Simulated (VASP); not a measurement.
# SiC (Moissanite): time-dependent DFT spectra, part 3 of 4

Wanted: excitation energies of SiC (Moissanite) by functional. The cell is of the wurtzite type, one of the forms listed for this formula. The start is a cell from a database of measured crystal structures.

VASP 6.6.1, plane waves and PAW; the level of theory is named at each step.

So far, lowest excitation (eV): step 5 (casida equation on LDA) 3.88.

## 8. Empty bands, functional PBE0

Level of this step: PBE0; plane waves and PAW (Si, C) (VASP).

ALGO = Exact diagonalises the converged Hamiltonian in one step, and LOPTICS writes the k-derivatives of the orbitals (WAVEDER), which give the transition dipoles.

Contents of INCAR:

```
SYSTEM = SiC
PREC = Accurate
ENCUT = 420
ISMEAR = 0
SIGMA = 0.01
LREAL = .FALSE.
LHFCALC = .TRUE.
AEXX = 0.25
GGA = PE
LASPH = .TRUE.
NBANDS = 24
PRECFOCK = Fast
ALGO = Exact
NELM = 1
LWAVE = .TRUE.
LCHARG = .FALSE.
LOPTICS = .TRUE.
NEDOS = 1000
CSHIFT = 0.1
```

Contents of POSCAR:

```
SiC
1.0
    3.0760000000      0.0000000000      0.0000000000
   -1.5380000000      2.6638941420      0.0000000000
    0.0000000000      0.0000000000      5.0480000000
Si C
2 2
Direct
    0.6666666667      0.3333333333      0.5045819132
    0.3333333333      0.6666666667      0.0045819132
    0.6666666667      0.3333333333      0.8804180868
    0.3333333333      0.6666666667      0.3804180868
```

Contents of KPOINTS:

```
Automatic mesh
0
Gamma
6 6 4
0 0 0
```

PAW data sets: Si and C (PBE family, release 64).

The WAVECAR or CHGCAR of an earlier step is read.

Started as:

```console
$ mpirun -np 4 vasp_std
```

Log:

```text
[banner, memory and clock lines left out]
running    4 mpi-ranks, on    1 nodes
[...]
LDA part: xc-table for (Slater+PW92), standard interpolation
 found WAVECAR, reading the header
  number of bands has changed, file:    14 present:    24
  trying to continue reading WAVECAR, but it might fail
 POSCAR, INCAR and KPOINTS ok, starting setup
[...]
reading WAVECAR
 random initialization beyond band           14
 the WAVECAR file was read successfully
 initial charge from wavefunction
 entering main loop
       N       E                     dE             d eps       ncg     rms          rms(c)
DIA:   1    -0.369574563150E+02   -0.36957E+02    0.00000E+00     0   0.000E+00
   1 F= -.36957456E+02 E0= -.36957456E+02  d E =-.160547E-18
 writing wavefunctions
 optical routines
 imaginary and real dielectric function
 recalculating local potential from charge density
 direction            1
 direction            2
 direction            3
```

Run time: 9.6 min. Hardware: 4 MPI ranks of Intel Xeon Platinum 8259CL at 2.50GHz (Skylake/Cascade Lake), shared host; peak memory 1.1 GiB.

Parts of OUTCAR (step 8):

```text
 POSITION                                       TOTAL-FORCE (eV/Angst)
 -----------------------------------------------------------------------------------
      1.53800      0.88796      2.54713        -0.000000      0.000000     -0.017387
     -0.00000      1.77593      0.02313         0.000000      0.000000     -0.017387
      1.53800      0.88796      4.44435        -0.000000      0.000000      0.017387
     -0.00000      1.77593      1.92035        -0.000000      0.000000      0.017387
 -----------------------------------------------------------------------------------
    total drift:                                0.000000     -0.000000      0.001030

  FREE ENERGIE OF THE ION-ELECTRON SYSTEM (eV)
  ---------------------------------------------------
  free  energy   TOTEN  =       -36.9574563150 eV

  energy  without entropy=      -36.9574563150  energy(sigma->0) =      -36.95745631

[... 2 parts as in an earlier step ...]

[... 1 further part left out ...]
[key lines of the parts left out:]
E-fermi :   7.3384
```

## 9. Casida equation on PBE0

This step: time-dependent PBE0, Casida form; plane waves and PAW (Si, C) (VASP 6.6.1).

The Casida equation, in the Tamm-Dancoff approximation (ANTIRES = 0), couples the pairs by a local exchange-correlation kernel and by exact exchange, which attracts electron and hole.

Contents of INCAR:

```
SYSTEM = SiC
PREC = Accurate
ENCUT = 420
ISMEAR = 0
SIGMA = 0.01
LREAL = .FALSE.
LHFCALC = .TRUE.
AEXX = 0.25
GGA = PE
LASPH = .TRUE.
NBANDS = 24
PRECFOCK = Fast
ALGO = TDHF
NBANDSO = 5
NBANDSV = 4
OMEGAMAX = 25
NEDOS = 1000
CSHIFT = 0.1
LWAVE = .FALSE.
LCHARG = .FALSE.
ANTIRES = 0
LFXC = .TRUE.
LADDER = .TRUE.
```

POSCAR is that of step 8.

KPOINTS is that of step 8.

The WAVECAR or CHGCAR of an earlier step is read.

Started as:

```console
$ mpirun -np 4 vasp_std
```

Log:

```text
[banner, memory and clock lines left out]
 POSCAR found type information on POSCAR SiC
 POSCAR found :  2 types and       4 ions
|                                                                             |
|           W    W    AA    RRRRR   N    N  II  N    N   GGGG   !!!           |
|           W    W   A  A   R    R  NN   N  II  NN   N  G    G  !!!           |
|           W    W  A    A  R    R  N N  N  II  N N  N  G       !!!           |
|           W WW W  AAAAAA  RRRRR   N  N N  II  N  N N  G  GGG   !            |
|           WW  WW  A    A  R   R   N   NN  II  N   NN  G    G                |
|           W    W  A    A  R    R  N    N  II  N    N   GGGG   !!!           |
|                                                                             |
|     The default for ENCUTGWSOFT is different in this version of VASP.       |
|     please manually set ENCUTGWSOFT =280 in the INCAR file.                 |
|                                                                             |

 LDA part: xc-table for (Slater+PW92), standard interpolation
 found WAVECAR, reading the header
 POSCAR, INCAR and KPOINTS ok, starting setup
 FFT: planning ... GRIDC
 FFT: planning ... GRID_SOFT
 FFT: planning ... GRID
 reading WAVECAR
 the WAVECAR file was read successfully
 initial charge from wavefunction
 available memory per node:    133.15 GB, setting MAXMEM to    136342

 The Fermi energy was updated, please check that it is located mid-gap
 values below the HOMO (VB) or above the LUMO (CB) will cause erroneous energies
 E-fermi :   9.2333

 the WAVEDER file was read successfully
 responsefunction array rank=     460
 LDA part: xc-table for (Slater+PW92), standard interpolation

 Doing            0  frequencies on each core in blocks of            0
 parallelization over k-points
 Using distributed matrix
 Using distributed eigensolver
 allocating two-electron 4 orbital integral table    5    4    5    4
 BSE setting up matrix
 available memory per node:    133.08 GB, setting MAXMEM to    136274
 Calculate matrix elements of the BSE Hamiltonian:
 Workload is divided into blocks of two-electron 4 orbital integrals computed in
  parallel.
 Each block/integral has dimensions  of (   5,   4,   5,   4) orbitals
 Total number of blocks/integrals:                10440
 Number of spins:                                     1
 Number of kpoints:                                 144
 Spin channel:                                        1
  Number of blocks of unoccupied bands:               1
  Number of blocks of occupied bands:                 1
 Number of rows/columns of blocks:                  144

                                                        Time (sec)
               Integrals                 Ranks       Real         CPU
  [         1 -        576/     10440]     4         0.59        0.00
  [       577 -       1152/     10440]     4         1.18        0.00
  [      1153 -       1728/     10440]     4         1.75        0.00
  [      1729 -       2304/     10440]     4         2.31        0.00
  [      2305 -       2880/     10440]     4         2.88        0.00
  [      2881 -       3456/     10440]     4         3.46        0.00
  [      3457 -       4032/     10440]     4         4.01        0.00
  [      4033 -       4608/     10440]     4         4.59        0.00
  [      4609 -       5184/     10440]     4         5.16        0.00
  [      5185 -       5760/     10440]     4         5.74        0.00
  [      5761 -       6336/     10440]     4         6.30        0.00
  [      6337 -       6912/     10440]     4         6.88        0.00
  [      6913 -       7488/     10440]     4         7.47        0.00
  [      7489 -       8064/     10440]     4         8.06        0.00
  [      8065 -       8640/     10440]     4         8.67        0.00
  [      8641 -       9216/     10440]     4         9.25        0.00
  [      9217 -       9792/     10440]     4         9.85        0.00
  [      9793 -      10368/     10440]     4        10.43        0.00
  [     10369 -      10440/     10440]     4        10.57        0.00

[... 3 parts as in an earlier step ...]
```

Elapsed: 19 s, on 4 MPI ranks; peak memory 1 GiB; 70 s of CPU time.

Parts of OUTCAR (step 9):

```text
   NELECT =      16.0000    total number of electrons

 E-fermi :   9.2333

[... 9 parts as in an earlier step ...]

[... 1 further part left out ...]
```

This step gave:

* lowest excitation: 5.204 eV

The imaginary dielectric function has structure finer than the step of the table below, so its rows give means over 0.5 eV, whole bins alone (the curve runs from 0 to 25 eV). Peaks (eV: height): xx 7.01: 38.1; zz 6.18: 11.6, 6.88: 31.7, 7.18: 27.6, 7.68: 24.3, 8.33: 9.19, 9.26: 13.4.

From 5 filled and 4 empty bands alone, without any pair above OMEGAMAX = 25 eV, so strength is missing wherever others contribute; lines are broadened by CSHIFT, which also makes the tail under the first line. The imaginary dielectric function by photon energy; means over each step:

```
photon energy (eV)       xx       zz
               0.5  0.00708  0.00738
               1.0   0.0146   0.0152
               1.5   0.0229   0.0239
               2.0   0.0328   0.0342
               2.5   0.0450   0.0470
               3.0   0.0612   0.0638
               3.5   0.0837   0.0873
               4.0    0.118    0.123
               4.5    0.175    0.182
               5.0    0.290    0.300
               5.5    0.679    0.649
               6.0     4.30     5.12
               6.5     5.01     6.62
               7.0     25.6     23.9
               7.5     17.3     15.7
               8.0     10.1     10.0
               8.5     5.20     7.16
               9.0     7.24     9.80
               9.5     6.17     9.07
              10.0     4.26     5.24
              10.5     2.33     2.41
              11.0     3.04     2.82
              11.5     3.26     1.59
              12.0     1.88     1.47
              12.5     1.91     1.03
              13.0    0.830    0.996
              13.5    0.301    0.683
              14.0    0.274    0.340
              14.5    0.181    0.236
              15.0    0.205    0.272
              15.5    0.123    0.225
              16.0   0.0994    0.107
              16.5   0.0942   0.0589
              17.0   0.0417   0.0405
              17.5   0.0324   0.0843
              18.0   0.0191   0.0238
              18.5   0.0161   0.0177
              19.0   0.0140   0.0150
              19.5   0.0124   0.0132
              20.0   0.0110   0.0117
              20.5  0.00993   0.0105
              21.0  0.00897  0.00947
              21.5  0.00816  0.00857
              22.0  0.00743  0.00783
              22.5  0.00679  0.00715
              23.0  0.00625  0.00658
              23.5  0.00576  0.00606
              24.0  0.00531  0.00558
              24.5  0.00493  0.00516
```

Some of the lowest 40 states alone, with states under 2.5 meV apart joined, scaled to the strongest line shown. Exciton lines, with heights relative to the strongest:

```
position (eV)  lines merged  oscillator strength
        5.205             3                  0.0
        5.536             3                  0.0
        5.555             2                  1.2
        5.559             1                  0.0
        5.943             3                  0.0
        5.963             4                  0.0
        5.971             2                   26
        5.985             2                   28
        5.989             1                  0.0
        6.094             3                  0.0
        6.099             3                  0.0
        6.122             2                  0.0
        6.142             2                  6.3
        6.163             1                  100
```

The lowest excitation lies at 5.204 eV, -614 meV against the direct gap of these orbitals, a distance that this coarse mesh makes far too large. It is dark; the first state with over 2 % of the strongest strength among the lowest 40 lies at 5.971 eV. Peak heights aren't converged with the mesh, least of all at the onset.

## 10. Ground state at HSE06

This step: HSE06; plane waves and PAW (Si, C) (VASP 6.6.1).

Many-body steps start from the orbitals of a self-consistent run, here HSE06. EDIFF is tight for accurate orbitals, and a narrow smearing avoids fractional occupations.

Contents of INCAR:

```
SYSTEM = SiC
PREC = Accurate
ENCUT = 420
EDIFF = 1E-08
NELM = 100
ISMEAR = 0
SIGMA = 0.01
LREAL = .FALSE.
ALGO = Normal
LHFCALC = .TRUE.
AEXX = 0.25
GGA = PE
HFSCREEN = 0.2
LASPH = .TRUE.
NBANDS = 14
PRECFOCK = Fast
LORBIT = 11
LWAVE = .TRUE.
LCHARG = .FALSE.
KPAR = 4
```

POSCAR is that of step 9.

KPOINTS is that of step 9.

Started as:

```console
$ mpirun -np 4 vasp_std
```

Log:

```text
[... set-up lines as in an earlier step ...]
 entering main loop
       N       E                     dE             d eps       ncg     rms          rms(c)
DAV:   1    -0.349144784308E+02   -0.34914E+02   -0.12520E+00   588   0.918E+00    0.482E+00
DAV:   2    -0.349212064682E+02   -0.67280E-02   -0.38633E-02   750   0.142E+00    0.360E+00
DAV:   3    -0.349176115005E+02    0.35950E-02   -0.27125E-03   744   0.332E-01    0.209E+00
DAV:   4    -0.349167625950E+02    0.84891E-03   -0.77502E-04   708   0.164E-01    0.118E+00
DAV:   5    -0.349164756447E+02    0.28695E-03   -0.88281E-05   726   0.643E-02    0.664E-01
DAV:   6    -0.349163706374E+02    0.10501E-03   -0.33615E-05   714   0.466E-02    0.374E-01
DAV:   7    -0.349163374367E+02    0.33201E-04   -0.12744E-05   714   0.293E-02    0.212E-01
DAV:   8    -0.349163271551E+02    0.10282E-04   -0.32147E-06   720   0.153E-02    0.120E-01
DAV:   9    -0.349163240002E+02    0.31549E-05   -0.10477E-06   726   0.872E-03    0.680E-02
DAV:  10    -0.349163231145E+02    0.88565E-06   -0.40750E-07   720   0.525E-03    0.379E-02
DAV:  11    -0.349163229791E+02    0.13547E-06   -0.12966E-07   720   0.298E-03    0.213E-02
DAV:  12    -0.349163230074E+02   -0.28313E-07   -0.46596E-08   690   0.180E-03    0.119E-02
DAV:  13    -0.349163230619E+02   -0.54491E-07   -0.17042E-08   462   0.111E-03    0.673E-03
DAV:  14    -0.349163231102E+02   -0.48338E-07   -0.80644E-09   348   0.783E-04    0.370E-03
DAV:  15    -0.349163231442E+02   -0.34042E-07   -0.20764E-09   348   0.400E-04    0.211E-03
DAV:  16    -0.349163231645E+02   -0.20299E-07   -0.99728E-10   330   0.257E-04    0.117E-03
DAV:  17    -0.349163231760E+02   -0.11431E-07   -0.38624E-10   342   0.149E-04    0.651E-04
DAV:  18    -0.349163231829E+02   -0.68831E-08   -0.19386E-10   336   0.969E-05
   1 F= -.34916323E+02 E0= -.34916323E+02  d E =-.255312E-16
 writing wavefunctions
```

Wall time 2.8 min (4 MPI ranks); peak memory 0.97 GiB; 11 min of CPU time.

From OUTCAR (step 10):

```text
   NELECT =      16.0000    total number of electrons

 E-fermi :   7.7081

 k-point     1 :       0.0000    0.0000    0.0000
  band No.  band energies     occupation
    ...
      4       6.1914      2.00000
      5       6.1914      2.00000
      6       7.5402      2.00000
      7       7.6545      2.00000
      8       7.6545      2.00000
      9      13.6392      0.00000
     10      15.1527      0.00000
     11      15.5617      0.00000
     12      15.5617      0.00000
     13      16.7401      0.00000
    ...

 POSITION                                       TOTAL-FORCE (eV/Angst)
 -----------------------------------------------------------------------------------
      1.53800      0.88796      2.54713         0.000000      0.000000     -0.018213
     -0.00000      1.77593      0.02313        -0.000000     -0.000000     -0.018213
      1.53800      0.88796      4.44435        -0.000000      0.000000      0.018213
     -0.00000      1.77593      1.92035         0.000000      0.000000      0.018213
 -----------------------------------------------------------------------------------
    total drift:                                0.000000     -0.000000      0.001021

  FREE ENERGIE OF THE ION-ELECTRON SYSTEM (eV)
  ---------------------------------------------------
  free  energy   TOTEN  =       -34.9163231829 eV

  energy  without entropy=      -34.9163231829  energy(sigma->0) =      -34.91632318

[... 10 parts as in an earlier step ...]

[... 8 further parts left out ...]
```

The PAW data sets were made with PBE, which is usual practice but a small mismatch for other functionals.

This step gave:

```
free energy (TOTEN)            : -34.92 eV
Fermi energy                   : 7.708 eV
gap on the k-mesh              : 3.185 eV
least direct gap on the k-mesh : 5.084 eV
```

## 11. Empty bands, functional HSE06

ALGO = Exact diagonalises the converged Hamiltonian in one step, and LOPTICS writes the k-derivatives of the orbitals (WAVEDER), which give the transition dipoles.

Contents of INCAR:

```
SYSTEM = SiC
PREC = Accurate
ENCUT = 420
ISMEAR = 0
SIGMA = 0.01
LREAL = .FALSE.
LHFCALC = .TRUE.
AEXX = 0.25
GGA = PE
HFSCREEN = 0.2
LASPH = .TRUE.
NBANDS = 24
PRECFOCK = Fast
ALGO = Exact
NELM = 1
LWAVE = .TRUE.
LCHARG = .FALSE.
LOPTICS = .TRUE.
NEDOS = 1000
CSHIFT = 0.1
```

POSCAR is that of step 10.

KPOINTS is that of step 10.

The WAVECAR or CHGCAR of an earlier step is read.

Started as:

```console
$ mpirun -np 4 vasp_std
```

Log:

```text
[... set-up lines as in an earlier step ...]
 entering main loop
       N       E                     dE             d eps       ncg     rms          rms(c)
DIA:   1    -0.349163231919E+02   -0.34916E+02    0.00000E+00     0   0.000E+00
   1 F= -.34916323E+02 E0= -.34916323E+02  d E =-.118261E-19
 writing wavefunctions
 optical routines
 imaginary and real dielectric function
 recalculating local potential from charge density
 direction            1
 direction            2
 direction            3
```

The job ended after 9.5 min (4 MPI ranks; peak memory 1.4 GiB).

Parts of OUTCAR (step 11):

```text
 POSITION                                       TOTAL-FORCE (eV/Angst)
 -----------------------------------------------------------------------------------
      1.53800      0.88796      2.54713         0.000000      0.000000     -0.018214
     -0.00000      1.77593      0.02313        -0.000000     -0.000000     -0.018214
      1.53800      0.88796      4.44435         0.000000      0.000000      0.018214
     -0.00000      1.77593      1.92035        -0.000000      0.000000      0.018214
 -----------------------------------------------------------------------------------
    total drift:                               -0.000000     -0.000000      0.001018

  FREE ENERGIE OF THE ION-ELECTRON SYSTEM (eV)
  ---------------------------------------------------
  free  energy   TOTEN  =       -34.9163231919 eV

  energy  without entropy=      -34.9163231919  energy(sigma->0) =      -34.91632319

[... 2 parts as in an earlier step ...]

[... 1 further part left out ...]
[key lines of the parts left out:]
E-fermi :   7.7148
```

(Continued in part 4 of 4.)

[Lines on the potential files, build, host, timing and source positions are cut from VASP's logs without a mark.]

[Logs are printed without paths, hosts, clocks, repeated set-up lines and the standing remarks that a program may print on its own settings, such as how far it seeks lower states.]

[Hosts, paths, dates, database ids (printed as entryN), source tags and the programs' standing remarks are cut or masked in the printed files.]

[Pressures printed for these runs are not shown converged in the cutoff: they can be off by several GPa and have the wrong sign.]
